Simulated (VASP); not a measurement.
Shape and ions are relaxed at each volume.

Input:

```yaml
crystal:
  lattice:
    - [1.37764, -2.38614, 0.00000]
    - [1.37764, 2.38614, 0.00000]
    - [0.00000, 0.00000, 4.39313]
  atoms:
    - { symbol: Tc, position: [0.33333, 0.66667, 0.25000] }
    - { symbol: Tc, position: [0.66667, 0.33333, 0.75000] }
```

Computed with optB88-vdW, VASP's PBE PAW potentials (set 64) (plane waves; VASP). Settings: 520 eV cut-off, 15×15×8 Γ-centred mesh, first-order Methfessel-Paxton smearing of 0.10 eV, potentials Tc_pv.

Problem. Give the energy at these volumes per atom, relative to the lowest: 13.56, 13.99, 14.42, 14.85, 15.29 Å³.

Solution. 56.8, 14.0, 0.0, 10.5, 41.7 meV/atom. A third-order Birch-Murnaghan fit gives B0 = 299 GPa and B0′ = 4.5.

Measured: bulk modulus 303 GPa at 0 K (computed value off by -1.2 %), as given by Vázquez-Parga, Fernández-Martínez, Viñes, J. Chem. Theory Comput. (2023), doi:10.1021/acs.jctc.3c00612, Supporting … [zero-point energy and finite temperature contributions removed].

The compound is Tc in the hcp structure. It was relaxed first.
